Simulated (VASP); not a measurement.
Data:

```xyz
4
Lattice="1.5507 -2.6859 0.0000 1.5507 2.6859 0.0000 0.0000 0.0000 5.0920" Properties=species:S:1:pos:R:3 pbc="T T T"
Si     1.5507    -0.8953     2.5438
Si     1.5507     0.8953     5.0898
C      1.5507    -0.8953     4.4577
C      1.5507     0.8953     1.9117
```

The numbers are results of revPBE GGA, VASP's PBE PAW potentials (set 64) (plane waves; VASP), not measurements. Run with 520 eV cut-off, Gaussian smearing of 0.050 eV, potentials Si C.

### Question
Give the energies of bands 3 to 11 at the high-symmetry points, in eV from the valence-band maximum.

### Answer

```json
[
 {"band": "3", "Γ": "-8.54", "M": "-7.69", "K": "-6.57", "A": "-4.39", "L": "-8.13", "H": "-7.65"},
 {"band": "4", "Γ": "-1.30", "M": "-6.23", "K": "-6.23", "A": "-4.39", "L": "-8.13", "H": "-7.65"},
 {"band": "5", "Γ": "-1.30", "M": "-5.33", "K": "-6.23", "A": "-0.70", "L": "-2.40", "H": "-5.50"},
 {"band": "6", "Γ": "-0.11", "M": "-3.26", "K": "-3.96", "A": "-0.70", "L": "-2.40", "H": "-5.50"},
 {"band": "7", "Γ": "0.00", "M": "-3.20", "K": "-3.96", "A": "-0.70", "L": "-2.30", "H": "-1.72"},
 {"band": "8", "Γ": "0.00", "M": "-1.18", "K": "-3.75", "A": "-0.70", "L": "-2.30", "H": "-1.72"},
 {"band": "9", "Γ": "4.63", "M": "2.77", "K": "2.35", "A": "5.72", "L": "3.25", "H": "4.96"},
 {"band": "10", "Γ": "5.95", "M": "4.21", "K": "8.11", "A": "5.72", "L": "3.25", "H": "4.96"},
 {"band": "11", "Γ": "6.55", "M": "6.72", "K": "8.74", "A": "7.24", "L": "5.18", "H": "6.00"}
]
```

The gap is indirect, 2.35 eV, from the valence maximum at Γ to the conduction minimum at K.

Measured: gap 3.33 eV (computed value off by -0.98 eV), as given by Daiki Deguchi et al., Japanese Journal of Applied Physics (2016), arXiv:1512.06930.

The compound is SiC in the wurtzite structure, the rare 2H polytype. It was relaxed first.
